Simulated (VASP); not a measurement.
# AlHSeF₂: harmonic vibrations of a molecule

AlHSeF₂, molecule in box, 5 atoms in the cell. PBE, harmonic vibrations; PAW potentials F, Al, Se, H (PBE set).

## Input

INCAR.step1:
```
ALGO = Normal ; EDIFF = 1E-8
EDIFFG = -0.002 ; ENCUT = 400
IBRION = 2 ; ISIF = 2
ISMEAR = 0 ; ISYM = 0
LASPH = True ; LCHARG = False
LREAL = False ; LWAVE = False
NELM = 100 ; NSW = 60
POTIM = 0.5 ; PREC = Accurate
SIGMA = 0.01
```

INCAR.step2, as INCAR.step1 but for:
```
- EDIFFG = -0.002
- IBRION = 2
- ISIF = 2
- NSW = 60
- POTIM = 0.5
+ IBRION = 5
+ NFREE = 2
+ NSW = 1
+ POTIM = 0.015
```

KPOINTS:
```
k-points
0
Gamma
  1 1 1
```

POSCAR.step1:
```
AlHSeF2
1.0
   12.0000000000      0.0000000000      0.0000000000
    0.0000000000     12.0000000000      0.0000000000
    0.0000000000      0.0000000000     13.0000000000
F Al Se H
2 1 1 1
Direct
    0.5724708300      0.4763750000      0.6421461500
    0.6065708300      0.4067250000      0.4370615400
    0.5380291700      0.4826250000      0.5204769200
    0.3955958300      0.5967750000      0.4703538500
    0.4121708300      0.5616500000      0.3630846200
```

Commands (each step's output is kept before the next begins):
```
cat potpaw_PBE.64/F/POTCAR potpaw_PBE.64/Al/POTCAR potpaw_PBE.64/Se/POTCAR potpaw_PBE.64/H/POTCAR > POTCAR
cp INCAR.step1 INCAR
cp POSCAR.step1 POSCAR
mpirun -np 4 vasp_gam > vasp.out
cp CONTCAR POSCAR
cp INCAR.step2 INCAR
mpirun -np 4 vasp_gam > vasp.out
```

## Result

- Vibrations (cm⁻¹; a negative value is imaginary): 2349, 896, 769, 581, 377, 235, 222, 198, 134
- Zero-point energy (eV): 0.357
- Translations and rotations, which should read zero (cm⁻¹): -8, -7, -3, 5, 18, 22
- Vibrational entropy at 298 K (meV/K): 0.466
- Displaced cells: 30
- Ionic steps, all stages: 56
- Electronic steps, all stages: 922

VASP 6.6.1 took 990 s on 4 cores (AMD EPYC 7R13 (Zen 3)), a shared host.
